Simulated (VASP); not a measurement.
# Li4GeN2 (Imm2) in VASP: a series of runs, part 2 of 2

VASP 6.6.1. The steps go on from the part before.

## (3) Relaxation of cell and atoms, PBE

This run uses another cell than the first one, of 14.83 Å³/atom, 0.929 times its volume.

Input file INCAR:

```
SYSTEM = Li4GeN2
PREC     = Accurate       ! precision mode
ENCUT    = 520            ! plane-wave cutoff, eV
EDIFF    = 1E-7           ! SCF threshold, eV
ISMEAR   = 0              ! smearing method
SIGMA    = 0.03           ! smearing width, eV
LREAL    = .FALSE.        ! projectors in reciprocal space
LASPH    = .TRUE.         ! aspherical terms in the spheres
NELM     = 120            ! most SCF steps
ALGO     = Normal         ! electronic algorithm
ISIF     = 3              ! what is computed and relaxed
LWAVE    = .FALSE.        ! write WAVECAR
LCHARG   = .FALSE.        ! write CHGCAR
GGA      = PE             ! functional
IBRION   = 2              ! ionic algorithm
NSW      = 60             ! ionic steps
EDIFFG   = -0.005         ! ionic threshold
POTIM    = 0.3            ! step
KPAR     = 4
```

Input file KPOINTS:

```
regular mesh
0
G
  8 8 8
  0 0 0
```

Input file POSCAR:

```
Li4GeN2                                 
1.0
   -2.6918794932      4.0558893399      2.3764847635
    2.6918794932     -4.0558893399      2.3764847635
    2.6918794932      4.0558893399     -2.3764847635
  Li              Ge              N             
     4     1     2
Direct
     0.6105710917965249    0.1967431425974077    0.9492814886898869
     0.2474616539075209    0.6612896031066380    0.0507185113101131
     0.6105710917965249    0.6612896031066380    0.4138279491991172
     0.2474616539075209    0.1967431425974077    0.5861720508008826
     0.9025277148807394    0.9025277148807392    0.0000000000000000
     0.9124866640396720    0.1056946518555811    0.8067920121840907
     0.2989026496714910    0.1056946518555811    0.1932079878159093
```

Potentials or basis: VASP PAW PBE potentials, release 64 (Li_sv, Ge_d, N).

The run is started by

```bash
$ cat potpaw_PBE.64/Li_sv/POTCAR potpaw_PBE.64/Ge_d/POTCAR potpaw_PBE.64/N/POTCAR > POTCAR
$ mpirun -np 4 vasp_std > vasp.out
```

OUTCAR:

```text
SYSTEM = Li4GeN2
   PREC = Accurate
   ENCUT = 520
   EDIFF = 1E-7
   ISMEAR = 0
   LREAL = .FALSE.
   LASPH = .TRUE.
   NELM = 120
   ISIF = 3
   GGA = PE
   IBRION = 2
   NSW = 60
   EDIFFG = -0.005
   POTIM = 0.3

 ion  position               nearest neighbor table
   1  0.611  0.197  0.949-   6 1.95   7 1.98   3 2.50
   2  0.247  0.661  0.051-   7 1.95   6 1.98   4 2.50
   3  0.611  0.661  0.414-   6 1.95   7 1.98   1 2.50
   4  0.247  0.197  0.586-   7 1.95   6 1.98   2 2.50
   5  0.903  0.903  0.000-   6 1.84   7 1.84
   6  0.912  0.106  0.807-   5 1.84   3 1.95   1 1.95   4 1.98   2 1.98
   7  0.299  0.106  0.193-   5 1.84   2 1.95   4 1.95   1 1.98   3 1.98

  LATTYP: Found a body centered orthorhombic cell.
 ALAT       =     4.7529695270
 B/A-ratio  =     1.1327148125
 C/A-ratio  =     1.7066759283

  Lattice vectors:

 A1 = (   2.6918794932,   4.0558893399,  -2.3764847635)
 A2 = (  -2.6918794932,   4.0558893399,   2.3764847635)
 A3 = (   2.6918794932,  -4.0558893399,   2.3764847635)

Analysis of symmetry for initial positions (statically):
=====================================================================
 Subroutine PRICEL returns:
 Original cell was already a primitive cell.

 Routine SETGRP: Setting up the symmetry group for a
 body centered orthorhombic supercell.

 Subroutine GETGRP returns: Found  4 space group operations
 (whereof  4 operations were pure point group operations)
 out of a pool of  8 trial point group operations.

The static configuration has the point symmetry C_2v.

Analysis of symmetry for dynamics (positions and initial velocities):
=====================================================================
 Subroutine PRICEL returns:
 Original cell was already a primitive cell.

 Routine SETGRP: Setting up the symmetry group for a
 body centered orthorhombic supercell.

 Subroutine GETGRP returns: Found  4 space group operations
 (whereof  4 operations were pure point group operations)
[... 140 lines left out ...]
   IVDW    =     0    specifies the selected vdW correction
   LEPSILON=     F    determine dielectric tensor
   LRPA    =     F    only Hartree local field effects (RPA)
 conjugate gradient relaxation of ions
 non-spin polarized calculation
 Gauss-broadening in eV      SIGMA  =   0.03
  energy-cutoff  :      520.00
  volume of cell :      103.79
 maximum number of plane-waves:      2824
   NGX = 21   NGY = 21   NGZ = 21

--------------------------------------- Ionic step        1  -------------------------------------------

 number of electron      35.9999979 magnetization

 Free energy of the ion-electron system (eV)
  ---------------------------------------------------
  ext. energy  EPLUGINS =         0.00000000
  ---------------------------------------------------
  free energy    TOTEN  =       -31.09747928 eV

  energy without entropy =      -31.09747928  energy(sigma->0) =      -31.09747928

------------------------ aborting loop because EDIFF is reached ----------------------------------------

  FORCE on cell =-STRESS in cart. coord.  units (eV):
  Direction    XX          YY          ZZ          XY          YZ          ZX
  --------------------------------------------------------------------------------------
  -------------------------------------------------------------------------------------
  Total       -0.0005910      0.0529127      0.0787226      0.0000000      0.0000000      0.0000000
  in kB       -0.0091238      0.8168333      1.2152720      0.0000000      0.0000000      0.0000000
  external PRESSURE =       0.6743271 kB  Pullay stress =       0.0000000 kB
[... 151 lines left out ...]
--------------------------------------- Ionic step        5  -------------------------------------------

 number of electron      35.9999979 magnetization

 Free energy of the ion-electron system (eV)
  ---------------------------------------------------
  ext. energy  EPLUGINS =         0.00000000
  ---------------------------------------------------
  free energy    TOTEN  =       -31.09755314 eV

  energy without entropy =      -31.09755314  energy(sigma->0) =      -31.09755314

 E-fermi :   1.9375     XC(G=0):  -8.1977

 val. band max:        1.7449133512   @ k =   0.5000   0.0000   0.0000
 cond. band min:       2.8012118886   @ k =  -0.1250   0.1250   0.1250
 fundamental gap:      1.0562985374
 Fermi energy:         1.9375001924

 k-point     1 :       0.0000    0.0000    0.0000
  band No.  band energies     occupation
      1     -43.2877      2.00000
      2     -43.2480      2.00000
      3     -43.2476      2.00000
      4     -43.2205      2.00000
      5     -22.0974      2.00000
      6     -21.9891      2.00000
[... 589 lines left out ...]
     21       5.8899      0.00000
     22       6.5080      0.00000

 [... further k-points ...]

------------------------ aborting loop because EDIFF is reached ----------------------------------------

  FORCE on cell =-STRESS in cart. coord.  units (eV):
  Direction    XX          YY          ZZ          XY          YZ          ZX
  --------------------------------------------------------------------------------------
  -------------------------------------------------------------------------------------
  Total       -0.0251872      0.0102477      0.0101294      0.0000000      0.0000000      0.0000000
  in kB       -0.3882622      0.1579686      0.1561459      0.0000000      0.0000000      0.0000000
  external PRESSURE =      -0.0247159 kB  Pullay stress =       0.0000000 kB
[... 22 lines left out ...]
  FREE ENERGIE OF THE ION-ELECTRON SYSTEM (eV)
  ---------------------------------------------------
  free  energy   TOTEN  =       -31.0975531391 eV

  energy  without entropy=      -31.0975531391  energy(sigma->0) =      -31.09755314

 reached required accuracy - stopping structural energy minimisation
```

OSZICAR:

```text
N       E                     dE             d eps       ncg     rms          rms(c)
DAV:   1     0.294707161981E+03    0.29471E+03   -0.16586E+04  4522   0.249E+03
DAV:   2     0.211721059703E+02   -0.27354E+03   -0.26483E+03  4518   0.601E+02
DAV:   3    -0.298726913963E+02   -0.51045E+02   -0.49957E+02  5522   0.173E+02
DAV:   4    -0.390124545393E+02   -0.91398E+01   -0.91133E+01  7916   0.592E+01
[... 40 lines left out ...]
DAV:   2    -0.310975589303E+02    0.13052E-04   -0.91374E-05  5584   0.962E-02    0.168E-02
DAV:   3    -0.310975542714E+02    0.46589E-05   -0.11046E-05  6056   0.477E-02    0.716E-03
DAV:   4    -0.310975534030E+02    0.86844E-06   -0.22229E-06  6292   0.125E-02    0.232E-03
DAV:   5    -0.310975531957E+02    0.20732E-06   -0.19894E-07  3942   0.519E-03    0.770E-04
DAV:   6    -0.310975531391E+02    0.56576E-07   -0.56715E-08  2492   0.233E-03
   5 F= -.31097553E+02 E0= -.31097553E+02  d E =-.337520E-04
```

CONTCAR:

```text
Li4GeN2
   1.00000000000000
    -2.6914841153404461    4.0577466914386289    2.3791832823755485
     2.6914841153404461   -4.0577466914386289    2.3791832823755485
     2.6914841153404461    4.0577466914386289   -2.3791832823755485
  Li              Ge              N
     4     1     2
Direct
     0.6104984267557868    0.1967839798549545    0.9493635929788764
     0.2474203868760781    0.6611348337769105    0.0506364070211236
     0.6104984267557868    0.6611348337769105    0.4137144469008323
     0.2474203868760781    0.1967839798549545    0.5862855530991676
     0.9025992786802528    0.9025992786802528    0.0000000000000000
     0.9126930128141100    0.1057728020280018    0.8069202107861082
     0.2988526012418944    0.1057728020280018    0.1930797892138918

  0.00000000E+00  0.00000000E+00  0.00000000E+00
  0.00000000E+00  0.00000000E+00  0.00000000E+00
  0.00000000E+00  0.00000000E+00  0.00000000E+00
  0.00000000E+00  0.00000000E+00  0.00000000E+00
  0.00000000E+00  0.00000000E+00  0.00000000E+00
  0.00000000E+00  0.00000000E+00  0.00000000E+00
  0.00000000E+00  0.00000000E+00  0.00000000E+00
```

Wall time 2.6 min (4 MPI ranks of Intel Xeon Platinum 8488C (Sapphire Rapids), shared host); peak memory 0.38 GiB.

These settings aren't checked as converged: the numbers below hold their error.

What came out:

* Free energy: -31.0976 eV
* Relaxed volume: 14.85 Å³/atom
* Relaxed cell: a = 5.419 Å, b = 5.419 Å, c = 5.419 Å, α = 120.44°, β = 83.04°, γ = 127.92°
* Space group after relaxing (to 0.05 Å): Imm2 (No. 44)
* Energy gained by relaxing: 0.0 meV/atom
* Ionic steps: 5
* Largest force after relaxing: 0.003 eV/Å
* Band gap on the k mesh: 1.06 eV, indirect (least direct gap 1.65 eV)

Caveat: the cutoff is under 1.25 times the usual one of these potentials, so pressure, stress and relaxed cells hold a basis-set (Pulay) error.
